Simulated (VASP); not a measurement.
Wanted: the native input for a VASP 6.6.1 run.

```yaml
Task: single point
Functional: PBE
Dispersion: D3(BJ)
Potentials_or_basis: VASP PAW PBE potentials, release 64 (Ni)
Cutoff: 520 eV
k_mesh: 20 × 20 × 20
Occupations: gaussian, width 0.1 eV
Spin: collinear spin, ferromagnetic start
Starting_moments: "[0.8] μB"
Further_INCAR_settings: ALGO = Normal; EDIFF = 1e-07
```

The structure of Ni lies in POSCAR:

```
Ni                                      
1.0
    0.0000000000      1.7727477442      1.7727477442
    1.7727477442     -0.0000000000      1.7727477442
    1.7727477442      1.7727477442     -0.0000000000
  Ni            
     1
Direct
     0.0000000000000000    0.0000000000000000    0.0000000000000000
```

The cell isn't the ideal one: a relaxed cell with its volume scaled by 1.06.

The input as run:

INCAR

```
  PREC = Accurate
  ENCUT = 520
  EDIFF = 1E-7
  ISMEAR = 0
  SIGMA = 0.1
  LREAL = F
  LASPH = T
  NELM = 100
  ALGO = Normal
  ISIF = 2
  LWAVE = F
  LCHARG = F
  ISPIN = 2
  MAGMOM = 0.8
  LORBIT = 11
  LMAXMIX = 4
  GGA = PE
  IVDW = 12
```

KPOINTS

```
Automatic mesh
0
Gamma
  20 20 20
```

Potentials or basis: VASP PAW PBE potentials, release 64 (Ni).

Command:

```bash
$ cat potpaw_PBE.64/Ni/POTCAR > POTCAR
$ mpirun -np 1 vasp_std > vasp.out
```

Results of the run:

```json
{
  "Pressure": "-10.8 GPa",
  "Band gap on the k mesh": "none (metal or under the smearing width)",
  "Net moment": "0.63 μB per cell",
  "Site moments": "Ni +0.65 μB",
  "Valence electrons inside the program's atomic spheres": "Ni 9.27",
  "Dispersion energy per atom": "-0.452 eV"
}
```

Caveat: pairwise dispersion overbinds metals, which lowers pressure and volume.

Wall time 34 s on 1 thread of AMD EPYC 9R14 (Zen 4), on a shared host, peak memory 0.14 GiB.
